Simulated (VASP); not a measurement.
Data:

```
CELL_PARAMETERS angstrom
      1.63834    -2.83768     0.00000
      1.63834     2.83768     0.00000
      0.00000     0.00000     5.08266
ATOMIC_POSITIONS crystal
  Sc 0.33333 0.66667 0.25000
  Sc 0.66667 0.33333 0.75000
```

The numbers are results of PBEsol GGA with spin-orbit coupling, VASP's PBE PAW potentials (set 64) (plane waves; VASP), not measurements. Settings: 400 eV cut-off, 12×12×7 Γ-centred mesh, Gaussian smearing of 0.050 eV, potentials Sc_sv.

Q: Give the energies of bands 17 to 29 at the high-symmetry points, in eV from the Fermi level.

A: 
```csv
band,Γ,M,K,A,L,H
17,-5.21,-1.65,-0.74,-3.61,-1.54,-0.44
18,-5.21,-1.65,-0.74,-3.61,-1.54,-0.44
19,-1.70,-1.12,-0.72,-3.61,-1.54,-0.43
20,-1.70,-1.12,-0.72,-3.61,-1.54,-0.43
21,0.75,-0.73,-0.63,1.01,0.08,-0.16
22,0.75,-0.73,-0.63,1.01,0.08,-0.16
23,1.61,-0.33,-0.56,1.01,0.08,-0.16
24,1.61,-0.33,-0.56,1.01,0.08,-0.16
25,1.64,1.35,1.05,1.52,1.36,0.29
26,1.64,1.35,1.05,1.52,1.36,0.29
27,1.93,1.36,1.06,1.52,1.36,0.31
28,1.93,1.36,1.06,1.53,1.36,0.31
29,2.10,1.96,2.21,1.54,2.45,2.48
```

It has no gap at this level: it comes out as a metal or semimetal.

The compound is Sc in the hcp structure. It was relaxed first, which changed the volume by -5 %.
